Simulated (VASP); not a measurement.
# Al2InN3 (I-4m2) in VASP: single point with r2SCAN

Aim: the single point of Al2InN3 with r2SCAN.

Everything below comes from runs of VASP 6.6.1. Logs are shortened: lines on timing, memory, paths and dates and some standing lists are left out, and cuts for length are marked.

### 1 Starting point

The structure is tetragonal, space group I-4m2 (No. 119). The conventional cell has a = 3.255 Å, b = 3.255 Å, c = 13.879 Å, α = 90.00°, β = 90.00°, γ = 90.00°. Around Al (site symmetry 2mm) lie 4 N at 1.92 to 1.93 Å. Around In (site symmetry -4m2) lie 4 N at 2.15 Å. Around N (site symmetry 2mm) lie 2 Al at 1.92 Å and 2 In at 2.15 Å. Around N (site symmetry -4m2) lie 4 Al at 1.93 Å.

The cell was built by a generator and needn't be a form met in nature.

### 2 Single point, r2SCAN

INCAR

```
SYSTEM = Al2InN3
PREC     = Accurate       ! precision mode
ENCUT    = 520            ! plane-wave cutoff, eV
EDIFF    = 1E-6           ! SCF threshold, eV
ISMEAR   = 0              ! smearing method
SIGMA    = 0.03           ! smearing width, eV
LREAL    = .False.        ! projectors in reciprocal space
LASPH    = .True.         ! aspherical terms in the spheres
NELM     = 150            ! most SCF steps
ALGO     = Normal         ! electronic algorithm
ISIF     = 2              ! what is computed and relaxed
LWAVE    = .False.        ! write WAVECAR
LCHARG   = .False.        ! write CHGCAR
METAGGA  = R2SCAN         ! meta-GGA
LMIXTAU  = .True.       
NBANDS   = 26             ! bands
KPAR     = 2
```

KPOINTS

```
regular mesh
0
Gamma
  10 10 10
  0 0 0
```

POSCAR

```
Al2InN3
1.0
   -1.6277400000      1.6277400000      6.9393300000
    1.6277400000     -1.6277400000      6.9393300000
    1.6277400000      1.6277400000     -6.9393300000
Al In N
2 1 3
Direct
    0.6748800000      0.6748800000      0.0000000000
    0.3251200000      0.3251200000      0.0000000000
    0.0000000000      0.0000000000      0.0000000000
    0.3984360000      0.8984360000      0.5000000000
    0.1015640000      0.6015640000      0.5000000000
    0.7500000000      0.2500000000      0.5000000000
```

Potentials or basis: VASP PAW PBE potentials, release 64 (Al, In_d, N).

Run with:

```console
$ cat potpaw_PBE.64/Al/POTCAR potpaw_PBE.64/In_d/POTCAR potpaw_PBE.64/N/POTCAR > POTCAR
$ mpirun -np 2 vasp_std > vasp.out
```

OUTCAR:

```text
SYSTEM = Al2InN3
   PREC = Accurate
   ENCUT = 520
   EDIFF = 1E-6
   ISMEAR = 0
   LREAL = .False.
   LASPH = .True.
   NELM = 150
   ISIF = 2
   METAGGA = R2SCAN

 ion  position               nearest neighbor table
   1  0.675  0.675  0.000-   5 1.92   5 1.92   6 1.93   6 1.93   2 3.11   2 3.11   2 3.11   2 3.11
                             3 3.35   3 3.35   3 3.35   3 3.35
   2  0.325  0.325  0.000-   4 1.92   4 1.92   6 1.93   6 1.93   1 3.11   1 3.11   1 3.11   1 3.11
                             3 3.35   3 3.35   3 3.35   3 3.35
   3  0.000  0.000  0.000-   5 2.15   4 2.15   5 2.15   4 2.15   2 3.35   1 3.35   1 3.35   1 3.35
                             2 3.35   2 3.35   1 3.35   2 3.35
   4  0.398  0.898  0.500-   2 1.92   2 1.92   3 2.15   3 2.15
   5  0.102  0.602  0.500-   1 1.92   1 1.92   3 2.15   3 2.15
   6  0.750  0.250  0.500-   2 1.93   1 1.93   2 1.93   1 1.93

  LATTYP: Found a body centered tetragonal cell.
 ALAT       =     3.2554800000
 C/A-ratio  =     4.2631685650

  Lattice vectors:

 A1 = (  -1.6277400000,   1.6277400000,   6.9393300000)
 A2 = (   1.6277400000,  -1.6277400000,   6.9393300000)
 A3 = (   1.6277400000,   1.6277400000,  -6.9393300000)

Analysis of symmetry for initial positions (statically):
=====================================================================
 Subroutine PRICEL returns:
 Original cell was already a primitive cell.

 Routine SETGRP: Setting up the symmetry group for a
 body centered tetragonal supercell.

 Subroutine GETGRP returns: Found  8 space group operations
 (whereof  8 operations were pure point group operations)
 out of a pool of 16 trial point group operations.

The static configuration has the point symmetry D_2d.

Analysis of symmetry for dynamics (positions and initial velocities):
=====================================================================
 Subroutine PRICEL returns:
 Original cell was already a primitive cell.

 Routine SETGRP: Setting up the symmetry group for a
 body centered tetragonal supercell.

 Subroutine GETGRP returns: Found  8 space group operations
 (whereof  8 operations were pure point group operations)
 out of a pool of 16 trial point group operations.

The dynamic configuration has the point symmetry D_2d.

 Subroutine INISYM returns: Found  8 space group operations
 (whereof  8 operations are pure point group operations),
 and found     1 'primitive' translations

----------------------------------------------------------------------------------------

                                     Primitive cell

  volume of cell :      73.5441

  direct lattice vectors                    reciprocal lattice vectors
    -1.627740000  1.627740000  6.939330000     0.000000000  0.307174364  0.072053066
     1.627740000 -1.627740000  6.939330000     0.307174364  0.000000000  0.072053066
     1.627740000  1.627740000 -6.939330000     0.307174364  0.307174364  0.000000000

  length of vectors
     7.311181564  7.311181564  7.311181564     0.315511861  0.315511861  0.434410152

  position of ions in fractional coordinates (direct lattice)
     0.674880000  0.674880000  0.000000000
     0.325120000  0.325120000  0.000000000
     0.000000000  0.000000000  0.000000000
     0.398436000  0.898436000  0.500000000
     0.101564000  0.601564000  0.500000000
     0.750000000  0.250000000  0.500000000

  ion indices of the primitive-cell ions
   primitive index   ion index
                 1           1
                 2           2
                 3           3
                 4           4
                 5           5
                 6           6

----------------------------------------------------------------------------------------

 KPOINTS: regular mesh

Automatic generation of k-mesh.
 Grid dimensions read from file:
 generate k-points for:   10   10   10

 Generating k-lattice:

  Cartesian coordinates                     Fractional coordinates (reciprocal lattice)
     0.000000000  0.030717436  0.007205307     0.100000000  0.000000000 -0.000000000
     0.030717436  0.000000000  0.007205307     0.000000000  0.100000000 -0.000000000
     0.030717436  0.030717436  0.000000000     0.000000000  0.000000000  0.100000000

  Length of vectors
     0.031551186  0.031551186  0.043441015

  Shift w.r.t. Gamma in fractional coordinates (k-lattice)
     0.000000000  0.000000000  0.000000000

 Subroutine IBZKPT returns following result:
 ===========================================

 Found    102 irreducible k-points:

 Following reciprocal coordinates:
            Coordinates               Weight
  0.000000  0.000000  0.000000      1.000000
  0.100000  0.000000  0.000000      8.000000
  0.200000  0.000000  0.000000      8.000000
  0.300000  0.000000 -0.000000      8.000000
  0.400000  0.000000 -0.000000      8.000000
  0.500000  0.000000 -0.000000      4.000000
[... 16 lines left out ...]
  0.300000  0.300000 -0.000000      8.000000
  0.400000  0.300000  0.000000     16.000000
 [... further k-points ...]
   k-points           NKPTS =    102   k-points in BZ     NKDIM =    102   number of bands    NBANDS=     26
   number of dos      NEDOS =    301   number of ions     NIONS =      6
   total plane-waves  NPLWV = 157464
   dimension x,y,z NGX =    54 NGY =   54 NGZ =   54
   dimension x,y,z NGXF=   108 NGYF=  108 NGZF=  108
   ions per type =               2   1   3
   NGX,Y,Z   is equivalent  to a cutoff of  12.28, 12.28, 12.28 a.u.
   NGXF,Y,Z  is equivalent  to a cutoff of  24.56, 24.56, 24.56 a.u.
 SYSTEM =  Al2InN3
   PREC   = accura    normal or accurate (medium, high low for compatibility)
   ISTART =      0    job   : 0-new  1-cont  2-samecut
   ICHARG =      2    charge: 1-file 2-atom 10-const
   ISPIN  =      1    spin polarized calculation?
   LNONCOLLINEAR =      F non collinear calculations
   LSORBIT =      F    spin-orbit coupling
   LASPH  =      T    aspherical Exc in radial PAW
   ENCUT  =  520.0 eV  38.22 Ry    6.18 a.u.  13.59 13.59 13.59*2*pi/ulx,y,z
   NELM   =    150;   NELMIN=  2; NELMDL= -5     # of ELM steps
   EDIFF  = 0.1E-05   stopping-criterion for ELM
   LREAL  =      F    real-space projection
   EDIFFG = 0.1E-04   stopping-criterion for IOM
   NSW    =      0    number of steps for IOM
   IBRION =     -1    ionic relax: 0-MD 1-quasi-New 2-CG
   NFREE  =      0    steps in history (QN), initial steepest desc. (CG)
   ISIF   =      2    stress and relaxation
   ISYM   =      2    0-nonsym 1-usesym 2-fastsym
   POTIM  = 0.5000    time-step for ionic-motion
   TEBEG  =    0.0;   TEEND  =   0.0 temperature during run
   PSTRESS=    0.0 pullay stress
   NELECT =      34.0000    total number of electrons
   NUPDOWN=      -1.0000    fix difference up-down
   EMIN   =  10.00;   EMAX   =-10.00  energy-range for DOS
   EFERMI =   0.00;   METHOD = LEGACY
   ISMEAR =     0;   SIGMA  =   0.03  broadening in eV -4-tet -1-fermi 0-gaus
   EFERMI_NEDOS =   21; number of points for ismear=-14 and -15
   IALGO  =     38    algorithm
   IMIX   =      4    mixing-type and parameters
     AMIX     =   0.40;   BMIX     =  1.00
     AMIX_MAG =   1.60;   BMIX_MAG =  1.00
  volume/ion in A,a.u.               =      12.26        82.72
  Fermi-wavevector in a.u.,A,eV,Ry     =   1.265859  2.392126 21.801956  1.602399
  Thomas-Fermi vector in A             =   2.399090
   LORBIT       =      0    0 simple, 1 ext, 2 COOP (PROOUT), +10 PAW based schemes
   METAGGA = R2SCAN    functional components
   LHFCALC =     F    Hartree Fock is set to
   AEXX    =    0.0000 exact exchange contribution
   IVDW    =     0    specifies the selected vdW correction
   LEPSILON=     F    determine dielectric tensor
   LRPA    =     F    only Hartree local field effects (RPA)
 non-spin polarized calculation
 Gauss-broadening in eV      SIGMA  =   0.03
  energy-cutoff  :      520.00
  volume of cell :       73.54
 maximum number of plane-waves:      2009
   NGX = 27   NGY = 27   NGZ = 27

 number of electron      33.9999996 magnetization

 Free energy of the ion-electron system (eV)
  ---------------------------------------------------
  ext. energy  EPLUGINS =         0.00000000
  ---------------------------------------------------
  free energy    TOTEN  =       -69.89576159 eV

  energy without entropy =      -69.89576159  energy(sigma->0) =      -69.89576159

 E-fermi :   6.2180     XC(G=0): -11.4026

 val. band max:        6.0812422749   @ k =   0.0000   0.0000   0.0000
 cond. band min:       8.1714297476   @ k =   0.0000   0.0000   0.0000
 fundamental gap:      2.0901874727
 Fermi energy:         6.2179947412

 k-point     1 :       0.0000    0.0000    0.0000
  band No.  band energies     occupation
      1      -9.6547      2.00000
      2      -9.0850      2.00000
      3      -7.8381      2.00000
      4      -7.3306      2.00000
      5      -7.3306      2.00000
      6      -7.2916      2.00000
[... 18 lines left out ...]
     25      17.4157      0.00000
     26      17.9638      0.00000

 k-point     2 :       0.1000    0.0000    0.0000
  band No.  band energies     occupation
      1      -9.5829      2.00000
      2      -9.0705      2.00000
      3      -7.8930      2.00000
      4      -7.3333      2.00000
      5      -7.3276      2.00000
      6      -7.2459      2.00000
[... 18 lines left out ...]
     25      17.5308      0.00000
     26      18.0134      0.00000

 k-point     3 :       0.2000    0.0000    0.0000
  band No.  band energies     occupation
      1      -9.3957      2.00000
      2      -9.0274      2.00000
      3      -7.9923      2.00000
      4      -7.3263      2.00000
      5      -7.3196      2.00000
      6      -7.1987      2.00000
[... 572 lines left out ...]
 k-point    23 :       0.3000    0.3000   -0.0000
  band No.  band energies     occupation
      1      -8.9721      2.00000
      2      -8.8308      2.00000
      3      -7.8146      2.00000
      4      -7.3844      2.00000
      5      -7.3393      2.00000
      6      -7.1768      2.00000
[... 18 lines left out ...]
     25      17.3337      0.00000
     26      17.6086      0.00000

 k-point    24 :       0.4000    0.3000    0.0000
  band No.  band energies     occupation
      1      -8.9385      2.00000
      2      -8.7867      2.00000
      3      -7.6704      2.00000
      4      -7.4340      2.00000
      5      -7.2773      2.00000
      6      -7.1449      2.00000
[... 18 lines left out ...]
     25      17.3814      0.00000
     26      17.7436      0.00000

 [... further k-points ...]
[... 5 lines left out ...]
  --------------------------------------------------------------------------------------
  -------------------------------------------------------------------------------------
  Total       -2.0145381     -2.0145381     -1.9317801      0.0000000      0.0000000      0.0000000
  in kB      -43.8872604    -43.8872604    -42.0843538      0.0000000      0.0000000      0.0000000
  external PRESSURE =     -43.2862915 kB  Pullay stress =       0.0000000 kB

 VOLUME and BASIS-vectors are now :
 -----------------------------------------------------------------------------
  energy-cutoff  :      520.00
  volume of cell :       73.54
      direct lattice vectors                 reciprocal lattice vectors
    -1.627740000  1.627740000  6.939330000     0.000000000  0.307174364  0.072053066
     1.627740000 -1.627740000  6.939330000     0.307174364  0.000000000  0.072053066
     1.627740000  1.627740000 -6.939330000     0.307174364  0.307174364  0.000000000

 POSITION                                       TOTAL-FORCE (eV/Angst)
 -----------------------------------------------------------------------------------
      0.00000      0.00000      9.36643        -0.000000     -0.000000      0.010718
      0.00000      0.00000      4.51223        -0.000000     -0.000000     -0.010718
      0.00000      0.00000      0.00000         0.000000      0.000000     -0.000000
      1.62774      0.00000      5.52976         0.000000      0.000000      0.047548
      1.62774      0.00000      1.40957        -0.000000     -0.000000     -0.047548
      0.00000      1.62774      3.46966         0.000000      0.000000     -0.000000
 -----------------------------------------------------------------------------------
    total drift:                               -0.000002      0.000002      0.000000

  FREE ENERGIE OF THE ION-ELECTRON SYSTEM (eV)
  ---------------------------------------------------
  free  energy   TOTEN  =       -69.8957615890 eV

  energy  without entropy=      -69.8957615890  energy(sigma->0) =      -69.89576159
```

It took 31 min on 2 MPI ranks of Intel Xeon Platinum 8488C (Sapphire Rapids), shared host; peak memory 0.51 GiB.

What came out:

```
Free energy            : -69.8958 eV
Pressure               : -4.3 GPa
Largest force          : 0.048 eV/Å
Band gap on the k mesh : 2.09 eV, direct
```

Forces on the atoms (eV/Å):
```
Al   0.000  0.000  0.011
Al   0.000  0.000 -0.011
In   0.000  0.000  0.000
N    0.000  0.000  0.048
N    0.000  0.000 -0.048
N    0.000  0.000  0.000
```

Stress tensor (GPa, compression positive):
```
-4.39  0.00  0.00
 0.00 -4.39  0.00
 0.00  0.00 -4.21
```

Caveat: the PAW data sets were made with another functional, which shifts forces and pressure a little; spin-orbit coupling is left out, which moves the levels of the heavy elements. A k mesh can miss the band edges.
